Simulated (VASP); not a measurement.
OSZICAR of a VASP run on Nb (bcc):

OSZICAR:
```
       N       E                     dE             d eps       ncg     rms          rms(c)
DAV:   1     0.115534627026E+03    0.11553E+03   -0.74542E+03  2916   0.127E+03
DAV:   2    -0.538879979916E+01   -0.12092E+03   -0.11815E+03  3142   0.447E+02
DAV:   3    -0.102909722565E+02   -0.49022E+01   -0.46681E+01  4290   0.755E+01
DAV:   4    -0.105454389095E+02   -0.25447E+00   -0.25275E+00  3984   0.157E+01
DAV:   5    -0.105614249000E+02   -0.15986E-01   -0.15972E-01  4582   0.283E+00    0.769E+00
DAV:   6    -0.102206598564E+02    0.34077E+00   -0.68205E-01  4480   0.112E+01    0.277E+00
DAV:   7    -0.101832866584E+02    0.37373E-01   -0.21900E-01  4520   0.633E+00    0.949E-01
DAV:   8    -0.101892640876E+02   -0.59774E-02   -0.13413E-02  3472   0.182E+00    0.441E-02
DAV:   9    -0.101893271993E+02   -0.63112E-04   -0.11277E-03  4868   0.298E-01    0.508E-02
DAV:  10    -0.101893462835E+02   -0.19084E-04   -0.27687E-05  3774   0.801E-02    0.227E-02
DAV:  11    -0.101893382331E+02    0.80504E-05   -0.89837E-06  3228   0.621E-02    0.439E-03
DAV:  12    -0.101893380015E+02    0.23154E-06   -0.20519E-07  1736   0.691E-03
   1 F= -.91189091E+01 E0= -.91189310E+01  d E =-.911891E+01
```

### Question
Which electronic solver shows in the log?

### Answer
It is blocked Davidson (ALGO = Normal, or the opening steps of other solvers). The INCAR had ALGO = Normal.

### Question
Can the final energy be trusted as converged?

### Answer
Self-consistency was reached. It stopped with EDIFF = 1E-6, NELM = 100, NSW = 40 and EDIFFG = -0.02 after 1 ionic step (PBE GGA, plane waves, VASP's PBE PAW potentials (set 64)).

The compound is Nb in the bcc structure. It was relaxed first under an external pressure of 10 GPa.
